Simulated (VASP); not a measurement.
Data:

```xyz
2
Lattice="0.0000 3.4621 3.4621 3.4621 0.0000 3.4621 3.4621 3.4621 0.0000" Properties=species:S:1:pos:R:3 pbc="T T T"
Te     3.4621     3.4621     3.4621
Pb     0.0000     0.0000     0.0000
```

Level of theory: vdW-DF2, VASP's PBE PAW potentials (set 64) (plane waves; VASP 6.6.1). Numerical set-up: 520 eV cut-off, 7×7×7 Γ-centred mesh, Gaussian smearing of 0.050 eV, potentials Te Pb_d.

**Question.** Give the stress tensor in GPa (positive for a compressed cell).

**Answer.** 
```
-1.68   0.00   0.00
 0.00  -1.68   0.00
 0.00   0.00  -1.68
```
The pressure is its mean diagonal, -1.68 GPa.

The compound is PbTe in the rock salt structure. This cell is one point of a volume scan, at 1.06 of the reference volume.
